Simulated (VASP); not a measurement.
The system is Tl.

```xyz
2
Lattice="3.4560 0.0000 0.0000 -1.7280 2.9930 0.0000 0.0000 0.0000 5.5250" Properties=species:S:1:pos:R:3 pbc="T T T"
Tl    0.0000    1.9953    1.3813
Tl    1.7280    0.9977    4.1438
```

| Property | Result |
| --- | --- |
| Program | VASP 6.6.1 |
| Task | relaxation of cell and atoms |
| Functional | PBEsol |
| Potentials or basis | VASP PAW PBE potentials, release 64 (Tl_d) |
| Cutoff | 600 eV |
| k mesh | 12 × 12 × 7 |
| Occupations | methfessel-paxton, width 0.1 eV |
| Spin | no spin polarisation |

At the start: pressure -0.0 GPa; volume 28.57 Å³/atom.

**Question.** Where does the relaxation end?

**Answer.** Over 8 steps the energy falls by 3.9 meV/atom and the volume is 28.70 Å³/atom (+0.4 %); space group P6_3/mmc (No. 194, to 0.05 Å).

The path:
```csv
step,energy change (eV),largest force (eV/Å),pressure (GPa),volume (Å³)
1,0.0000,0.0000,-0.04,57.15
2,-0.0036,0.0000,0.04,57.09
3,-0.0066,0.0000,0.19,57.00
4,-0.0043,0.0000,0.51,56.78
5,-0.0073,0.0000,0.26,56.94
6,-0.0073,0.0000,0.30,56.92
7,-0.0077,0.0000,-0.10,57.57
8,-0.0077,0.0000,0.02,57.39
```

Final structure:
```yaml
crystal:
  lattice:
    - [3.51312, 0.00000, 0.00000]
    - [-1.75656, 3.04245, 0.00000]
    - [0.00000, 0.00000, 5.36938]
  atoms:
    - { symbol: Tl, position: [0.33333, 0.66667, 0.25000] }
    - { symbol: Tl, position: [0.66667, 0.33333, 0.75000] }
```

Caveat: the PAW data sets were made with another functional, which shifts forces and pressure a little.
